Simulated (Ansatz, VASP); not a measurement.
# Cross-check of SiO2 between VASP and Ansatz, part 2 of 3

Aim: how closely do two programs agree when they are given the same cell, functional and k mesh? The cell is taken from a series of runs on this material, whose earlier steps may have relaxed, scaled, displaced or heated it; both programs get it as it stands.

VASP 6.6.1 and Ansatz 0.2.0.

So far: Set-up; Ansatz: zone-centre phonons, PBE.

### 3. VASP: zone-centre phonons, PBE

Level of this step: PBE; plane waves and PAW (O, Si) (VASP).

The same cell, functional and mesh now go to VASP, with its own data sets.

Lines of VASP's logs that name or quote its potential files are left out, and so is its time.

Contents of INCAR:

```
SYSTEM = SiO2
PREC = Accurate
ENCUT = 600
EDIFF = 1E-08
NELM = 120
ISMEAR = 0
SIGMA = 0.01
LREAL = .FALSE.
ALGO = Normal
GGA = PE
NBANDS = 22
LORBIT = 11
LWAVE = .FALSE.
LCHARG = .FALSE.
ISIF = 2
IBRION = 8
LEPSILON = .TRUE.
LASPH = .TRUE.
GGA_COMPAT = .FALSE.
EFERMI = MIDGAP
KPAR = 2
```

Contents of POSCAR:

```
SiO2
1.0
    4.2719458270      0.0000000000      0.0000000000
    0.0000000000      4.2719458270      0.0000000000
    0.0000000000      0.0000000000      2.6975061784
O Si
4 2
Direct
    0.6919794394      0.6919794394      0.0000000000
    0.1919794394      0.8080205606      0.5000000000
    0.3080205606      0.3080205606      0.0000000000
    0.8080205606      0.1919794394      0.5000000000
    0.5000000000      0.5000000000      0.5000000000
    0.0000000000      0.0000000000      0.0000000000
```

Contents of KPOINTS:

```
Automatic mesh
0
Gamma
8 8 8
0 0 0
```

The projector-augmented-wave data sets are O and Si (PBE family, release 64).

Run with:

```sh
$ mpirun -np 2 vasp_std
```

The program printed:

```text
[banner, memory and clock lines left out]
running    2 mpi-ranks, on    1 nodes
 distrk:  each k-point on    1 cores,    2 groups
 distr:  one band on    1 cores,    1 groups

 POSCAR found type information on POSCAR O Si
 POSCAR found :  2 types and       6 ions
 LDA part: xc-table for (Slater+PW92), standard interpolation
 POSCAR, INCAR and KPOINTS ok, starting setup
 FFT: planning ... GRIDC
 FFT: planning ... GRID_SOFT
 FFT: planning ... GRID
 WAVECAR not read
 entering main loop
       N       E                     dE             d eps       ncg     rms          rms(c)
DAV:   1     0.170882486619E+03    0.17088E+03   -0.19333E+04  3308   0.156E+03
DAV:   2    -0.427523848527E+02   -0.21363E+03   -0.20479E+03  4360   0.320E+02
DAV:   3    -0.507988725545E+02   -0.80465E+01   -0.80202E+01  4194   0.631E+01
DAV:   4    -0.508586994908E+02   -0.59827E-01   -0.59788E-01  4146   0.624E+00
DAV:   5    -0.508592879764E+02   -0.58849E-03   -0.58844E-03  4128   0.600E-01    0.167E+01
DAV:   6    -0.462694074363E+02    0.45899E+01   -0.16478E+01  3840   0.276E+01    0.745E+00
DAV:   7    -0.462983921503E+02   -0.28985E-01   -0.51863E-01  3984   0.482E+00    0.284E+00
DAV:   8    -0.463108606661E+02   -0.12469E-01   -0.20039E-02  3882   0.137E+00    0.108E+00
DAV:   9    -0.463174922577E+02   -0.66316E-02   -0.88907E-03  3996   0.934E-01    0.264E-01
DAV:  10    -0.463177367402E+02   -0.24448E-03   -0.97062E-04  4056   0.237E-01    0.562E-02
DAV:  11    -0.463176826924E+02    0.54048E-04   -0.21562E-04  4074   0.107E-01    0.964E-03
DAV:  12    -0.463176843900E+02   -0.16976E-05   -0.12544E-05  3992   0.250E-02    0.550E-03
DAV:  13    -0.463176841860E+02    0.20403E-06   -0.25099E-06  4038   0.115E-02    0.353E-03
DAV:  14    -0.463176842119E+02   -0.25904E-07   -0.86023E-08  4074   0.227E-03    0.967E-04
DAV:  15    -0.463176842146E+02   -0.27103E-08   -0.78241E-09  2718   0.739E-04
   1 F= -.46317684E+02 E0= -.46317684E+02  d E =0.000000E+00
 Linear response reoptimize wavefunctions to high precision
DAV:   1    -0.463176842179E+02   -0.33187E-08   -0.92582E-10  2556   0.243E-04
DAV:   2    -0.463176842179E+02    0.17735E-10   -0.89621E-11  2298   0.730E-05
 Linear response G [H, r] |phi>, progress :
  Direction:   1
       N       E                     dE             d eps       ncg     rms
RMM:   1    -0.136994773970E+03   -0.13699E+03    0.16010E+01  7556   0.993E+01
RMM:   2    -0.116533144561E+03    0.20462E+02   -0.89130E+00  5499   0.210E+01
RMM:   3    -0.116579251288E+03   -0.46107E-01   -0.10253E-01  5690   0.206E+00
RMM:   4    -0.116580603751E+03   -0.13525E-02   -0.18934E-03  5988   0.264E-01
RMM:   5    -0.116580627725E+03   -0.23974E-04   -0.69431E-05  6041   0.404E-02
RMM:   6    -0.116580628534E+03   -0.80905E-06   -0.21219E-05  6119   0.997E-03
RMM:   7    -0.116580628675E+03   -0.14135E-06   -0.21294E-05  6092   0.589E-03
RMM:   8    -0.116580628753E+03   -0.78394E-07   -0.21412E-05  4906   0.527E-03
RMM:   9    -0.116580628916E+03   -0.16235E-06   -0.19915E-05  3927   0.519E-03
RMM:  10    -0.116580629723E+03   -0.80751E-06    0.48433E-06  3640   0.518E-03
RMM:  11    -0.116580629909E+03   -0.18538E-06   -0.16164E-04  3675   0.518E-03
 Linear response G [H, r] |phi>, progress :
  Direction:   2
       N       E                     dE             d eps       ncg     rms
RMM:   1    -0.137228531778E+03   -0.13723E+03    0.50711E+01  7596   0.100E+02
RMM:   2    -0.113813345374E+03    0.23415E+02   -0.10115E+01  5599   0.225E+01
RMM:   3    -0.113879610893E+03   -0.66266E-01   -0.11030E-01  5734   0.217E+00
RMM:   4    -0.113881277760E+03   -0.16669E-02   -0.21462E-03  6047   0.289E-01
RMM:   5    -0.113881309767E+03   -0.32007E-04   -0.82206E-05  6107   0.422E-02
RMM:   6    -0.113881311144E+03   -0.13770E-05   -0.34393E-05  6174   0.982E-03
RMM:   7    -0.113881311139E+03    0.50663E-08   -0.33209E-05  6117   0.552E-03
RMM:   8    -0.113881311129E+03    0.10563E-07   -0.35585E-05  4987   0.488E-03
RMM:   9    -0.113881311269E+03   -0.14025E-06   -0.67003E-05  3985   0.481E-03
RMM:  10    -0.113881311367E+03   -0.98674E-07   -0.15945E-04  3705   0.481E-03
RMM:  11    -0.113881311313E+03    0.54376E-07   -0.11402E-04  3725   0.480E-03
 Linear response G [H, r] |phi>, progress :
  Direction:   3
       N       E                     dE             d eps       ncg     rms
RMM:   1    -0.132977217609E+03   -0.13298E+03    0.39475E+01  7286   0.961E+01
 LRF_COMMUTATOR internal error: the vector H(1)-e(1) S(1) |phi(0)> is not orthog
 onal to |phi(0)> (-1.006679379995656E-004,2.082015115867364E-014)
 LRF_COMMUTATOR internal error: the vector H(1)-e(1) S(1) |phi(0)> is not orthog
 onal to |phi(0)> (1.006679373932728E-004,-1.067028410073334E-014)
 LRF_COMMUTATOR internal error: the vector H(1)-e(1) S(1) |phi(0)> is not orthog
 onal to |phi(0)> (-1.044843649865568E-004,1.727784582072900E-014)
 LRF_COMMUTATOR internal error: the vector H(1)-e(1) S(1) |phi(0)> is not orthog
[...]
RMM:   5    -0.358843949780E+00   -0.87342E-02   -0.40967E-04  9759   0.152E-01    0.347E-02
RMM:   6    -0.359916238079E+00   -0.10723E-02   -0.52883E-05  9486   0.462E-02    0.536E-03
RMM:   7    -0.360026007672E+00   -0.10977E-03   -0.27694E-06 10012   0.865E-03    0.271E-03
RMM:   8    -0.360095144284E+00   -0.69137E-04   -0.35665E-07  9956   0.358E-03    0.548E-04
[...]
RMM:  11    -0.384814560904E+00   -0.96149E-07   -0.38549E-08  3410   0.252E-04    0.132E-06
 change of polarisation eV/A/(eV/A) component  3 :    -0.060    -0.045     0.708
 dielectric tensor                  component  3 :    -0.222    -0.166     3.604
 Linear response DOF=           4
 Linear response progress:
  Degree of freedom:   1/  4
       N       E                     dE             d eps       ncg     rms          rms(c)
RMM:   1    -0.382426720996E+00   -0.38243E+00    0.33109E-01 14143   0.383E+00
RMM:   2    -0.375125015769E+00    0.73017E-02   -0.89961E-03 12670   0.585E-01    0.218E-01
RMM:   3    -0.376437931180E+00   -0.13129E-02   -0.12561E-03 11900   0.207E-01    0.119E-01
RMM:   4    -0.378433549914E+00   -0.19956E-02   -0.90108E-04 12220   0.165E-01    0.336E-02
RMM:   5    -0.378617979950E+00   -0.18443E-03   -0.32319E-05 13274   0.357E-02    0.121E-02
RMM:   6    -0.378677500138E+00   -0.59520E-04   -0.17905E-06 13545   0.825E-03    0.276E-03
RMM:   7    -0.378693640514E+00   -0.16140E-04   -0.87568E-07 13558   0.319E-03    0.731E-04
RMM:   8    -0.378685587066E+00    0.80534E-05   -0.16836E-07 13449   0.137E-03    0.268E-04
RMM:   9    -0.378686919304E+00   -0.13322E-05   -0.33011E-07 13719   0.373E-04    0.103E-04
RMM:  10    -0.378687189964E+00   -0.27066E-06   -0.33229E-07 13612   0.299E-04    0.166E-05
RMM:  11    -0.378687254802E+00   -0.64839E-07   -0.34315E-07 13929   0.198E-04    0.713E-06
RMM:  12    -0.378687247684E+00    0.71187E-08   -0.27297E-07 14087   0.187E-04    0.192E-06
RMM:  13    -0.378687272521E+00   -0.24837E-07   -0.30851E-07 13461   0.180E-04    0.648E-07
RMM:  14    -0.378687270992E+00    0.15291E-08   -0.32215E-07 11117   0.178E-04    0.196E-07
RMM:  15    -0.378687272714E+00   -0.17220E-08   -0.33516E-07 10681   0.178E-04    0.683E-08
 first order change of Fermi-energy  -0.17679E+00
 force on displaced ion       1 direction 1 : -19.635  -8.626   0.000
 Born effective charge ion    1 direction 1 :  -1.917  -0.595   0.000
 Linear response progress:
  Degree of freedom:   2/  4
       N       E                     dE             d eps       ncg     rms          rms(c)
RMM:   1    -0.358997554874E+00   -0.35900E+00    0.38414E-01 12284   0.386E+00
RMM:   2    -0.353409017008E+00    0.55885E-02   -0.78224E-03 10923   0.545E-01    0.221E-01
RMM:   3    -0.354959315033E+00   -0.15503E-02   -0.80548E-04  9768   0.183E-01    0.120E-01
RMM:   4    -0.357424791034E+00   -0.24655E-02   -0.81468E-04  9928   0.180E-01    0.247E-02
RMM:   5    -0.357345347992E+00    0.79443E-04   -0.37203E-05 11311   0.378E-02    0.268E-03
RMM:   6    -0.357401098416E+00   -0.55750E-04   -0.26920E-07 11918   0.608E-03    0.110E-03
RMM:   7    -0.357391072556E+00    0.10026E-04   -0.10303E-07 11776   0.166E-03    0.196E-04
RMM:   8    -0.357392936415E+00   -0.18639E-05   -0.95038E-08 11929   0.372E-04    0.923E-05
RMM:   9    -0.357393579998E+00   -0.64358E-06   -0.95762E-08 12064   0.239E-04    0.758E-06
RMM:  10    -0.357393633315E+00   -0.53316E-07   -0.85708E-08 12038   0.170E-04    0.475E-06
RMM:  11    -0.357393629448E+00    0.38668E-08   -0.10429E-07 11694   0.164E-04    0.776E-07
RMM:  12    -0.357393633178E+00   -0.37297E-08   -0.13564E-07  9754   0.160E-04    0.249E-07
RMM:  13    -0.357393634005E+00   -0.82736E-09   -0.26004E-08  8906   0.159E-04    0.923E-08
 first order change of Fermi-energy   0.32902E-03
 force on displaced ion       1 direction 3 :  -0.003  -0.003 -18.003
 Born effective charge ion    1 direction 3 :  -0.000  -0.000  -2.038
 Linear response progress:
  Degree of freedom:   3/  4
       N       E                     dE             d eps       ncg     rms          rms(c)
RMM:   1    -0.311251334683E-01   -0.31125E-01    0.98539E-02 21984   0.177E+00
RMM:   2    -0.225951322186E-01    0.85300E-02   -0.43532E-03 12835   0.469E-01    0.144E-01
RMM:   3    -0.217744415005E-01    0.82069E-03   -0.71727E-04 13178   0.121E-01    0.960E-02
RMM:   4    -0.212719511246E-01    0.50249E-03   -0.28245E-04 13086   0.116E-01    0.304E-02
RMM:   5    -0.211804180220E-01    0.91533E-04   -0.34045E-05 13324   0.482E-02    0.782E-03
RMM:   6    -0.211787070378E-01    0.17110E-05    0.40238E-06 12967   0.127E-02    0.160E-03
RMM:   7    -0.211804592381E-01   -0.17522E-05    0.19758E-06 13518   0.318E-03    0.770E-04
RMM:   8    -0.211830489138E-01   -0.25897E-05    0.33611E-07 13040   0.119E-03    0.233E-04
RMM:   9    -0.211831658478E-01   -0.11693E-06   -0.30919E-07 13663   0.359E-04    0.554E-05
RMM:  10    -0.211832177808E-01   -0.51933E-07   -0.34015E-07 13486   0.156E-04    0.252E-05
RMM:  11    -0.211831956434E-01    0.22137E-07   -0.10634E-07 13713   0.917E-05    0.375E-06
RMM:  12    -0.211831842096E-01    0.11434E-07   -0.14740E-07 13733   0.662E-05    0.304E-06
RMM:  13    -0.211831703923E-01    0.13817E-07   -0.96700E-08 13278   0.596E-05    0.605E-07
RMM:  14    -0.211831680581E-01    0.23342E-08   -0.12646E-07 11549   0.568E-05    0.236E-07
RMM:  15    -0.211831623871E-01    0.56710E-08   -0.68435E-08  8785   0.560E-05    0.607E-08
 first order change of Fermi-energy  -0.19881E-05
 force on displaced ion       5 direction 1 : -27.458 -10.303   0.000
 Born effective charge ion    5 direction 1 :   3.834  -0.435   0.000
 Linear response progress:
  Degree of freedom:   4/  4
       N       E                     dE             d eps       ncg     rms          rms(c)
RMM:   1    -0.175906841783E-01   -0.17591E-01    0.37385E-02 10321   0.121E+00
RMM:   2    -0.154415796707E-01    0.21491E-02   -0.10460E-03  7656   0.224E-01    0.174E-01
RMM:   3    -0.153909636415E-01    0.50616E-04   -0.10380E-04  7895   0.613E-02    0.103E-01
RMM:   4    -0.154595017601E-01   -0.68538E-04   -0.14921E-04  7697   0.716E-02    0.758E-03
RMM:   5    -0.154202961027E-01    0.39206E-04   -0.25898E-06  7866   0.122E-02    0.192E-03
RMM:   6    -0.154165629083E-01    0.37332E-05    0.18401E-07  8092   0.225E-03    0.851E-04
RMM:   7    -0.154139354767E-01    0.26274E-05    0.56259E-08  8108   0.804E-04    0.180E-04
RMM:   8    -0.154136139151E-01    0.32156E-06    0.42653E-08  8013   0.188E-04    0.440E-05
RMM:   9    -0.154138260896E-01   -0.21217E-06    0.26321E-08  8212   0.946E-05    0.490E-06
RMM:  10    -0.154138229781E-01    0.31115E-08    0.34109E-08  8114   0.578E-05    0.187E-06
 first order change of Fermi-energy   0.67642E-05
 force on displaced ion       5 direction 3 :  -0.000  -0.000 -21.077
 Born effective charge ion    5 direction 3 :   0.000   0.000   4.075
 Born effective charges drift removed
 Linear response finished
```

(Continued in part 3 of 3.)

[Lines on the potential files, build, host, timing and source positions are cut from VASP's logs without a mark.]

[Logs are printed without paths, hosts, clocks, repeated set-up lines and the standing remarks that a program may print on its own settings, such as how far it seeks lower states.]

[Hosts, paths, dates, database ids (printed as entryN), source tags and the programs' standing remarks are cut or masked in the printed files.]
